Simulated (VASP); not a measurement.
OSZICAR of a VASP run on Tc (hcp):

**OSZICAR**
```
       N       E                     dE             d eps       ncg     rms          rms(c)
DAV:   1     0.299272178789E+03    0.29927E+03   -0.16159E+04  4128   0.152E+03
DAV:   2    -0.166278951658E+02   -0.31590E+03   -0.31267E+03  4485   0.446E+02
DAV:   3    -0.241226091666E+02   -0.74947E+01   -0.73301E+01  4959   0.796E+01
DAV:   4    -0.241846774733E+02   -0.62068E-01   -0.61949E-01  4520   0.730E+00
DAV:   5    -0.241851959097E+02   -0.51844E-03   -0.51841E-03  4459   0.628E-01    0.263E+01
DAV:   6    -0.227231113319E+02    0.14621E+01   -0.34682E+00  4349   0.185E+01    0.828E+00
DAV:   7    -0.225433549824E+02    0.17976E+00   -0.68210E-01  4628   0.736E+00    0.922E-01
DAV:   8    -0.225319310262E+02    0.11424E-01   -0.12427E-02  4186   0.127E+00    0.350E-01
DAV:   9    -0.225316790933E+02    0.25193E-03   -0.64073E-04  4837   0.210E-01    0.261E-02
DAV:  10    -0.225316813135E+02   -0.22202E-05   -0.28603E-05  4306   0.469E-02    0.120E-02
DAV:  11    -0.225316808315E+02    0.48205E-06   -0.55823E-07  4441   0.784E-03    0.960E-04
DAV:  12    -0.225316806414E+02    0.19006E-06   -0.47290E-08  2142   0.173E-03    0.199E-04
DAV:  13    -0.225316806297E+02    0.11728E-07   -0.87529E-09  2069   0.700E-04
   1 F= -.22531681E+02 E0= -.22531310E+02  d E =-.111186E-02
```

Q: Which electronic solver shows in the log?

A: It is blocked Davidson (ALGO = Normal, or the opening steps of other solvers). The INCAR had ALGO = Normal.

Q: Can the final energy be trusted as converged?

A: The calculation finished and met its thresholds. It stopped with EDIFF = 1E-7, NELM = 100 (PBEsol GGA, plane waves, VASP's PBE PAW potentials (set 64)).

The compound is Tc in the hcp structure. It was relaxed first.
